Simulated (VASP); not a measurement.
VASP input:

### KPOINTS
```
Automatic mesh
0
Gamma
11 11 11
0 0 0
```

File POSCAR:
```
MoSe
1.0
  0.0000000000   2.6112676894   2.6112676894
  2.6112676894   0.0000000000   2.6112676894
  2.6112676894   2.6112676894   0.0000000000
Mo Se
1 1
Cartesian
  0.0000000000   0.0000000000   0.0000000000
  2.6112676894   2.6112676894   2.6112676894
```

### INCAR
```
SYSTEM = MoSe
PREC = Accurate; ENCUT = 400; LREAL = .FALSE.
LASPH = .TRUE.
EDIFF = 1E-6; NELM = 100; ALGO = Normal
LMAXMIX = 4
ISMEAR = 1; SIGMA = 0.1
GGA = PE
IBRION = 2; NSW = 60; ISIF = 3
EDIFFG = -0.01
LWAVE = .FALSE.; LCHARG = .FALSE.
```

POTCAR, in this order: Mo_sv Se (PBE.64 set). Program: vasp_std.

### Question
Translate this PBE calculation to Ansatz.

### Answer
One equivalent input (not run):
Ansatz 0.2 input:
```yaml
crystal:
  lattice:
    - [0.0000000, 2.6112677, 2.6112677]
    - [2.6112677, 0.0000000, 2.6112677]
    - [2.6112677, 2.6112677, 0.0000000]
  atoms:
    - { symbol: Mo, position: [0.0000000, 0.0000000, 0.0000000] }
    - { symbol: Se, position: [0.5000000, 0.5000000, 0.5000000] }
kpoints:
  mp_grid: { grid: [11, 11, 11] }
hamiltonian:
  xc: pbe
  pseudopotentials: { kind: paw }
scf:
  occupations: { method: methfessel_paxton, width: 0.1 }
  max_iter: 100
relax:
  max_steps: 60
  f_tol: 0.01
  cell: {}
output: { forces: true, stress: true, eigenvalues: true }
```
What does not carry over: each code has its own PAW files, so the cut-off isn't converted (ENCUT is set for VASP's; basis.ecutwfc is left out, and Ansatz then takes the one that its files recommend); Ansatz stops its SCF on the density residual and VASP on the energy change (EDIFF).

The structure was generated: MoSe was put into the rock salt type (Fm-3m), which need not be its known phase. This run relaxes it. Symmetry was kept, so distortions that lower it aren't found. The start is the result of an earlier pass.
